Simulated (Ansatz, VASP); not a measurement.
# Ge: VASP beside Ansatz, part 2 of 2

Aim: how closely do two programs agree when they are given the same cell, functional and k mesh? The cell is the relaxed one of a volume series.

VASP 6.6.1 and Ansatz 0.2.0.

So far: Starting point; VASP: zone-centre phonons, LDA; Ansatz: zone-centre phonons, LDA; Differences.

### Step 5. VASP: zone-centre phonons, LDA, volume scaled by 0.9

Level of this step: LDA; plane waves and PAW (Ge_d) (VASP).

Second derivatives magnify differences that forces hide, and they need a tight electronic threshold. The cell compared in this pair holds 40.04 Å³, against 44.49 Å³ for the pair before.

Contents of INCAR:

```
SYSTEM = Ge
PREC = Accurate
ENCUT = 500
EDIFF = 1E-08
NELM = 100
ISMEAR = 0
SIGMA = 0.05
LREAL = .FALSE.
ALGO = Normal
GGA = CA
NBANDS = 20
LORBIT = 11
LWAVE = .FALSE.
LCHARG = .FALSE.
KPAR = 4
IBRION = 8
ISIF = 2
```

Contents of POSCAR:

```
Ge
1.0
    0.0000000000      2.7152781159      2.7152781159
    2.7152781159      0.0000000000      2.7152781159
    2.7152781159      2.7152781159      0.0000000000
Ge
2
Direct
    0.5000000000      0.5000000000      0.5000000000
    0.7500000000      0.7500000000      0.7500000000
```

Contents of KPOINTS:

```
Automatic mesh
0
Gamma
16 16 16
0 0 0
```

PAW data sets: Ge_d (LDA family, release 64).

Run with:

```sh
$ mpirun -np 4 vasp_std
```

Numbers of over 12 decimals in the logs are rounded to 6 here.

Output:

```text
[... set-up lines as in an earlier step ...]
 entering main loop
       N       E                     dE             d eps       ncg     rms          rms(c)
DAV:   1     0.179816439072E+03    0.17982E+03   -0.14522E+04  6252   0.385E+03
DAV:   2     0.137205504133E+02   -0.16610E+03   -0.16174E+03  5804   0.576E+02
DAV:   3    -0.978676309185E+01   -0.23507E+02   -0.23339E+02  6492   0.141E+02
DAV:   4    -0.104912441269E+02   -0.70448E+00   -0.70398E+00  6516   0.287E+01
[...]
DAV:  11    -0.102670285776E+02    0.28031E-06   -0.13044E-06  6468   0.677E-03    0.141E-03
DAV:  12    -0.102670285457E+02    0.31921E-07   -0.11603E-07  7864   0.635E-03    0.354E-04
DAV:  13    -0.102670285455E+02    0.15007E-09   -0.40315E-09  4048   0.867E-04
   1 F= -.10267029E+02 E0= -.10267029E+02  d E =-.328867E-08
 Linear response reoptimize wavefunctions to high precision
DAV:   1    -0.102670285457E+02   -0.14734E-09   -0.96730E-10  3936   0.321E-04
DAV:   2    -0.102670285457E+02    0.45475E-11   -0.18331E-10  3384   0.179E-04
 Linear response DOF=           1
 Linear response progress:
  Degree of freedom:   1/  1
       N       E                     dE             d eps       ncg     rms          rms(c)
RMM:   1    -0.187392585416E+00   -0.18739E+00    0.91516E+00 29329   0.463E+01
RMM:   2    -0.195154127398E+00   -0.77615E-02   -0.15670E-02 40101   0.127E+00    0.871E-02
RMM:   3    -0.195325456052E+00   -0.17133E-03   -0.12556E-03 43384   0.352E-01    0.501E-02
RMM:   4    -0.195339734944E+00   -0.14279E-04   -0.79440E-05 45433   0.856E-02    0.515E-03
[...]
RMM:  12    -0.195355451885E+00   -0.78494E-07   -0.14455E-08 46793   0.502E-05    0.632E-07
RMM:  13    -0.195355431217E+00    0.20667E-07   -0.10942E-08 38507   0.421E-05    0.184E-07
RMM:  14    -0.195355460269E+00   -0.29051E-07   -0.89326E-09 33434   0.383E-05    0.961E-08
 first order change of Fermi-energy   0.23071E+00
 force on displaced ion       1 direction 1 : -14.423   0.000   0.000
 Linear response finished
```

From OUTCAR (step 5):

```text
  Total        2.4388508      2.4388508      2.4388508     -0.0000000      0.0000000     -0.0000000
  in kB       97.5939422     97.5939422     97.5939422     -0.0000000      0.0000000     -0.0000000
  external PRESSURE =      97.5939422 kB  Pullay stress =       0.0000000 kB

 POSITION                                       TOTAL-FORCE (eV/Angst)
 -----------------------------------------------------------------------------------
      2.71528      2.71528      2.71528        -0.000000     -0.000000     -0.000000
      4.07292      4.07292      4.07292         0.000000      0.000000      0.000000
 -----------------------------------------------------------------------------------
    total drift:                                0.000000      0.000000      0.000000

[... 1 part as in an earlier step ...]

[... 1 further part left out ...]
```

### Step 6. Ansatz: zone-centre phonons, LDA, volume scaled by 0.9

The same cell, functional (in two slightly different forms) and mesh now go to Ansatz, which takes its cutoff from its data sets.

The cell is a member of a volume series, scaled by 0.9 from a relaxed one, so a pressure remains.

Contents of input.yaml:

```yaml
crystal:
  lattice:
    - [0.0, 2.7152781159, 2.7152781159]
    - [2.7152781159, 0.0, 2.7152781159]
    - [2.7152781159, 2.7152781159, 0.0]
  atoms:
    - { symbol: Ge, position: [0.5, 0.5, 0.5] }
    - { symbol: Ge, position: [0.75, 0.75, 0.75] }
hamiltonian:
  xc: lda
  pseudopotentials: { kind: paw }
kpoints:
  mp_grid: { grid: [16, 16, 16] }
scf:
  occupations: { method: fixed }
phonons:
  method: dfpt
  qpoints: [[0, 0, 0]]
```

Run with:

```sh
$ ansatz run input.yaml --threads 4 --pin off --max-ram 9216MiB --backend cpu --events-out ev --progress --plain --runs-dir out
```

Output:

```text
[...]
Crystal: 2 atoms, lattice volume = 40.038 Å³
Basis set: ecut = 420 eV, 749 PW (Γ), exchange–correlation on 64×64×64 points (8 copies of the dense FFT grid, shifted against one another)
Bands: 18, of which v1, the nominal top of the filled ones, is band 14 counted from 1 (13 counted from 0)
Symmetry: 48 space group operations
k-points: 349 of 4096 (irreducible under 8 space group operations, time reversal used)
[...]
k-point 2: bands = [... 10 lower, -3.6099, 7.6781, 9.5993, 9.5993, 11.4855, 13.0834, 13.0834, 13.8574]
  k-point 348: bands = [... 10 lower, 0.6887, 0.6887, 5.4542, 5.4542, 14.7218, 14.7218, 14.7326, 14.7326]
[...]
ASR residual: 2.371e-5 → 0.000e0 eV/Å²; symmetrization residual: 1.315e-12 eV/Å²
  ASR residual per site (eV/Å²): 2.37e-5 2.37e-5
  Γ frequencies (cm⁻¹): 0.00 0.00 0.00 328.28 328.28 328.28
[...]
--- Phonons (arbitrary-q DFPT): 1 explicit q-point ---
[...]
[key lines of the parts left out:]
SCF converged after 9 iterations
Free energy (F): -8431.321671 eV
Fermi energy:    9.996006 eV
```

Elapsed: 11 s, on 4 threads of AMD EPYC 7B13 (Zen 3), shared host; peak memory 1.1 GiB; 39 s of CPU time.

### Step 7. Differences

Both answers:

| quantity | Ansatz | VASP | difference |
| --- | --- | --- | --- |
| optical mode 1 to 3 (cm⁻¹) | 328.3 | 328.7 | -0.12 % |

Modes are paired by rising frequency and degeneracy, not by their patterns, so a pair may still set unlike modes beside each other.

### Step 8. Outcome

```json
{
 "r.m.s. difference of the optical zone-centre modes, each program's sorted by frequency (zone-centre phonons, LDA)": "2.7 cm⁻¹",
 "difference in optical mode 1 to 3 (zone-centre phonons, LDA)": "-0.9 %",
 "r.m.s. difference of the optical zone-centre modes, each program's sorted by frequency (zone-centre phonons, LDA, volume scaled by 0.9)": "0.40 cm⁻¹"
}
```

What this shows: The r.m.s. difference of the optical zone-centre modes, each program's sorted by frequency is 2.7 cm⁻¹ (zone-centre phonons, LDA). Among the rows given in per cent, the largest difference of the zone-centre phonons, LDA pair is in optical mode 1 to 3, -0.9 %. Such differences can come from data sets, numerical settings and the points named under the comparisons, not from the functional's error against experiment.

[Lines on the potential files, build, host, timing and source positions are cut from VASP's logs without a mark.]

[Logs are printed without paths, hosts, clocks, repeated set-up lines and the standing remarks that a program may print on its own settings, such as how far it seeks lower states.]

[Hosts, paths, dates, database ids (printed as entryN), source tags and the programs' standing remarks are cut or masked in the printed files.]
